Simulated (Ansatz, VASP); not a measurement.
## Si2B2C: VASP beside Ansatz

INCAR

```
SYSTEM = Si2B2C
ALGO = Normal ; EDIFF = 1E-7
ENCUT = 520 ; GGA = PE
ISIF = 2 ; ISMEAR = 0
ISPIN = 2 ; LASPH = .True.
LCHARG = .False. ; LORBIT = 11
LREAL = .False. ; LWAVE = .False.
MAGMOM = 0 0 0 0 1 ; NBANDS = 21
NELM = 150 ; PREC = Accurate
SIGMA = 0.1
```

The input KPOINTS:

```
k-points
0
Gamma
  4 4 6
  0 0 0
```

File POSCAR:

```
Si2B2C
1.0
    4.4088382753      0.0000000000      0.0000000000
    0.0000000000      4.4088382753      0.0000000000
    0.0000000000      0.0000000000      2.8172004200
Si B C
2 2 1
Direct
    0.0000000000      0.5000000000      0.5000000000
    0.5000000000      0.0000000000      0.5000000000
    0.0000000000      0.0000000000      0.5000000000
    0.5000000000      0.5000000000      0.0000000000
    0.0000000000      0.0000000000      0.0000000000
```

Input for Ansatz:

```yaml
crystal:
  lattice:
    - [4.4088382753, 0.0, 0.0]
    - [0.0, 4.4088382753, 0.0]
    - [0.0, 0.0, 2.81720042]
  atoms:
    - { symbol: Si, position: [0.0, 0.5, 0.5] }
    - { symbol: Si, position: [0.5, 0.0, 0.5] }
    - { symbol: B, position: [0.0, 0.0, 0.5] }
    - { symbol: B, position: [0.5, 0.5, 0.0] }
    - { symbol: C, position: [0.0, 0.0, 0.0], spin: 1.0 }
basis:
  ecutwfc: 420
kpoints:
  mp_grid: { grid: [4, 4, 6] }
hamiltonian:
  xc: pbe
scf:
  occupations: { method: gaussian, width: 0.1 }
  lower_state_search: "off"
output:
  forces: true
  stress: true
  eigenvalues: true
  populations: true
magnetization:
  spin_polarized: true
```

Alike in both runs: task single point; functional PBE; k mesh 4 × 4 × 6; occupations gaussian, width 0.1 eV; collinear spin.

|  | VASP | Ansatz |
| --- | --- | --- |
| version | VASP 6.6.1 | Ansatz 0.2.0 |
| potentials or method | VASP PAW PBE potentials, release 64 (Si, B, C) | scalar-relativistic, plane waves, PAW |
| plane-wave cutoff (eV) | 520 | 420 |
| valence electrons in the cell | 18 | 18 |

|  | VASP | Ansatz | Ansatz less VASP |
| --- | --- | --- | --- |
| gap on the k mesh at the Fermi level (eV) | none | none | - |
| pressure (GPa) | 0.0 | 0.1 | +0.01 |
| net moment per atom (μB) | 0.00 | 0.00 | 0.000 |

A gap of «none» marks a metal or a gap that the smearing closes. Ansatz warned: «seeded_moment_not_kept».

Caveats: the k mesh is coarse (spacing up to 0.37 Å⁻¹), so the values aren't converged.
